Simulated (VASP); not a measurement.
OSZICAR of a VASP run on PtS₂:

### OSZICAR
```
       N       E                     dE             d eps       ncg     rms          rms(c)
DAV:   1     0.154156832246E+03    0.15416E+03   -0.73188E+03   570   0.913E+02
DAV:   2    -0.544939615262E+01   -0.15961E+03   -0.15329E+03   844   0.200E+02
DAV:   3    -0.189130225273E+02   -0.13464E+02   -0.13403E+02   717   0.713E+01
DAV:   4    -0.191672841606E+02   -0.25426E+00   -0.25408E+00   867   0.110E+01
DAV:   5    -0.191703493071E+02   -0.30651E-02   -0.30649E-02   782   0.113E+00    0.226E+01
DAV:   6    -0.179136535975E+02    0.12567E+01   -0.80621E+00   745   0.285E+01    0.132E+01
DAV:   7    -0.177757362258E+02    0.13792E+00   -0.18143E+00   731   0.144E+01    0.537E+00
DAV:   8    -0.177026062573E+02    0.73130E-01   -0.14526E-01   724   0.420E+00    0.938E-01
DAV:   9    -0.176988903575E+02    0.37159E-02   -0.29130E-02   808   0.159E+00    0.290E-01
DAV:  10    -0.176990586139E+02   -0.16826E-03   -0.15334E-03   759   0.301E-01    0.347E-01
DAV:  11    -0.176992297653E+02   -0.17115E-03   -0.10735E-03   752   0.338E-01    0.339E-01
DAV:  12    -0.176992318321E+02   -0.20668E-05   -0.15515E-04   724   0.145E-01    0.286E-01
DAV:  13    -0.176992047936E+02    0.27038E-04   -0.26719E-05   733   0.390E-02    0.255E-01
DAV:  14    -0.176991877779E+02    0.17016E-04   -0.23421E-05   546   0.254E-02    0.211E-01
DAV:  15    -0.176991824824E+02    0.52955E-05   -0.16981E-05   580   0.231E-02
   1 F= -.17699182E+02 E0= -.17699182E+02  d E =-.176992E+02
       N       E                     dE             d eps       ncg     rms          rms(c)
DAV:   1    -0.179019527943E+02   -0.20277E+00   -0.19291E+01   570   0.268E+01    0.292E+00
DAV:   2    -0.179576383694E+02   -0.55686E-01   -0.98688E-01   710   0.652E+00    0.174E+00
DAV:   3    -0.179551705241E+02    0.24678E-02   -0.35103E-02   752   0.186E+00    0.933E-01
DAV:   4    -0.179537459287E+02    0.14246E-02   -0.74528E-03   766   0.917E-01    0.417E-01
DAV:   5    -0.179533690761E+02    0.37685E-03   -0.99077E-04   780   0.359E-01    0.110E-01
DAV:   6    -0.179533639002E+02    0.51759E-05   -0.23059E-04   766   0.105E-01    0.715E-02
DAV:   7    -0.179533893678E+02   -0.25468E-04   -0.32420E-05   556   0.496E-02    0.229E-02
DAV:   8    -0.179534213717E+02   -0.32004E-04   -0.65993E-06   600   0.198E-02    0.983E-03
DAV:   9    -0.179534743277E+02   -0.52956E-04   -0.20595E-05   517   0.208E-02    0.155E-02
DAV:  10    -0.179534882405E+02   -0.13913E-04   -0.25704E-06   600   0.776E-03    0.788E-03
DAV:  11    -0.179535035491E+02   -0.15309E-04   -0.20637E-06   608   0.904E-03    0.245E-03
DAV:  12    -0.179535108076E+02   -0.72585E-05   -0.69430E-07   628   0.412E-03
   2 F= -.17953511E+02 E0= -.17953511E+02  d E =-.254328E+00
       N       E                     dE             d eps       ncg     rms          rms(c)
DAV:   1    -0.179710175429E+02   -0.17514E-01   -0.38997E+00   570   0.119E+01    0.145E+00
DAV:   2    -0.179825602936E+02   -0.11543E-01   -0.20087E-01   745   0.294E+00    0.668E-01
DAV:   3    -0.179820221955E+02    0.53810E-03   -0.62997E-03   738   0.782E-01    0.385E-01
DAV:   4    -0.179817449082E+02    0.27729E-03   -0.12922E-03   724   0.380E-01    0.170E-01
DAV:   5    -0.179816494399E+02    0.95468E-04   -0.24808E-04   801   0.179E-01    0.419E-02
DAV:   6    -0.179816476159E+02    0.18240E-05   -0.42719E-05   773   0.432E-02
   3 F= -.17981648E+02 E0= -.17981648E+02  d E =-.282465E+00
       N       E                     dE             d eps       ncg     rms          rms(c)
DAV:   1    -0.179816170587E+02    0.32381E-04   -0.16315E-02   570   0.762E-01    0.112E-01
DAV:   2    -0.179816713472E+02   -0.54289E-04   -0.87475E-04   766   0.193E-01    0.391E-02
DAV:   3    -0.179816745270E+02   -0.31798E-05   -0.23928E-05   638   0.481E-02    0.222E-02
DAV:   4    -0.179816794437E+02   -0.49166E-05   -0.52697E-06   509   0.228E-02
   4 F= -.17981679E+02 E0= -.17981679E+02  d E =-.282497E+00
       N       E                     dE             d eps       ncg     rms          rms(c)
DAV:   1    -0.180044400847E+02   -0.22766E-01   -0.77562E-01   724   0.622E+00    0.920E-01
DAV:   2    -0.179908370567E+02    0.13603E-01   -0.40948E-02   717   0.177E+00    0.380E-01
DAV:   3    -0.179881240772E+02    0.27130E-02   -0.50168E-03   796   0.568E-01    0.193E-01
DAV:   4    -0.179867758927E+02    0.13482E-02   -0.22552E-03   794   0.294E-01    0.106E-01
DAV:   5    -0.179865718867E+02    0.20401E-03   -0.34008E-04   822   0.113E-01    0.365E-02
DAV:   6    -0.179865770475E+02   -0.51609E-05   -0.45364E-05   689   0.525E-02
   5 F= -.17986577E+02 E0= -.17986577E+02  d E =-.489760E-02
       N       E                     dE             d eps       ncg     rms          rms(c)
DAV:   1    -0.180346149561E+02   -0.48043E-01   -0.20405E+00   724   0.101E+01    0.152E+00
DAV:   2    -0.179985185049E+02    0.36096E-01   -0.10978E-01   696   0.291E+00    0.628E-01
DAV:   3    -0.179914759226E+02    0.70426E-02   -0.13421E-02   789   0.930E-01    0.317E-01
DAV:   4    -0.179878229914E+02    0.36529E-02   -0.60126E-03   794   0.478E-01    0.175E-01
DAV:   5    -0.179872233905E+02    0.59960E-03   -0.95585E-04   822   0.187E-01    0.636E-02
DAV:   6    -0.179871909412E+02    0.32449E-04   -0.13558E-04   717   0.970E-02    0.292E-02
DAV:   7    -0.179872652182E+02   -0.74277E-04   -0.10125E-04   703   0.628E-02    0.200E-02
DAV:   8    -0.179874257247E+02   -0.16051E-03   -0.43103E-05   661   0.331E-02    0.887E-03
DAV:   9    -0.179875749038E+02   -0.14918E-03   -0.61253E-05   668   0.327E-02    0.670E-03
DAV:  10    -0.179876337600E+02   -0.58856E-04   -0.82559E-06   594   0.130E-02    0.513E-03
DAV:  11    -0.179876720064E+02   -0.38246E-04   -0.27565E-06   607   0.689E-03    0.238E-03
DAV:  12    -0.179876960085E+02   -0.24002E-04   -0.17890E-06   593   0.471E-03    0.299E-03
DAV:  13    -0.179877189027E+02   -0.22894E-04   -0.10656E-06   530   0.336E-03    0.632E-04
DAV:  14    -0.179877291106E+02   -0.10208E-04   -0.58778E-07   523   0.221E-03    0.772E-04
DAV:  15    -0.179877314539E+02   -0.23433E-05   -0.10530E-07   537   0.102E-03
   6 F= -.17987731E+02 E0= -.17987731E+02  d E =-.605201E-02
       N       E                     dE             d eps       ncg     rms          rms(c)
DAV:   1    -0.179937272556E+02   -0.59981E-02   -0.23797E-01   724   0.345E+00    0.491E-01
DAV:   2    -0.179895270444E+02    0.42002E-02   -0.12241E-02   703   0.971E-01    0.204E-01
DAV:   3    -0.179886697152E+02    0.85733E-03   -0.15678E-03   804   0.313E-01    0.103E-01
DAV:   4    -0.179882612266E+02    0.40849E-03   -0.64480E-04   787   0.159E-01    0.554E-02
DAV:   5    -0.179882455222E+02    0.15704E-04   -0.96797E-05   781   0.614E-02    0.182E-02
DAV:   6    -0.179882982590E+02   -0.52737E-04   -0.14050E-05   517   0.278E-02    0.836E-03
DAV:   7    -0.179883567186E+02   -0.58460E-04   -0.13247E-05   573   0.206E-02    0.587E-03
DAV:   8    -0.179884170962E+02   -0.60378E-04   -0.12718E-05   552   0.143E-02    0.254E-03
DAV:   9    -0.179884542478E+02   -0.37152E-04   -0.13894E-05   616   0.131E-02    0.173E-03
DAV:  10    -0.179884635658E+02   -0.93180E-05   -0.25981E-06   628   0.628E-03
   7 F= -.17988464E+02 E0= -.17988464E+02  d E =-.678412E-02
       N       E                     dE             d eps       ncg     rms          rms(c)
DAV:   1    -0.179886291555E+02   -0.17491E-03   -0.65747E-03   752   0.573E-01    0.823E-02
DAV:   2    -0.179885151419E+02    0.11401E-03   -0.34513E-04   703   0.162E-01    0.345E-02
DAV:   3    -0.179884913578E+02    0.23784E-04   -0.41876E-05   773   0.518E-02    0.175E-02
DAV:   4    -0.179884786363E+02    0.12722E-04   -0.17487E-05   635   0.267E-02    0.954E-03
DAV:   5    -0.179884762873E+02    0.23489E-05   -0.39643E-06   586   0.128E-02
   8 F= -.17988476E+02 E0= -.17988476E+02  d E =-.679684E-02
       N       E                     dE             d eps       ncg     rms          rms(c)
DAV:   1    -0.179888847190E+02   -0.40608E-03   -0.98433E-02   570   0.187E+00    0.255E-01
DAV:   2    -0.179892134198E+02   -0.32870E-03   -0.44500E-03   731   0.471E-01    0.108E-01
DAV:   3    -0.179891814802E+02    0.31940E-04   -0.85271E-05   780   0.730E-02    0.607E-02
DAV:   4    -0.179891725542E+02    0.89260E-05   -0.78207E-05   787   0.555E-02
   9 F= -.17989173E+02 E0= -.17989173E+02  d E =-.696267E-03
```

### Question
Which electronic solver shows in the log?

### Answer
It is blocked Davidson (ALGO = Normal, or the opening steps of other solvers). The INCAR had ALGO = Normal.

### Question
Can the final energy be trusted as converged?

### Answer
Self-consistency was reached. It stopped with EDIFF = 1E-5, NELM = 100, NSW = 50 and EDIFFG = -0.03 after 9 ionic steps (LDA (Ceperley-Alder, Perdew-Zunger), plane waves, VASP's LDA PAW potentials (set 64)).

The cell is a sheet with vacuum, built from PtS2 (1T layered).
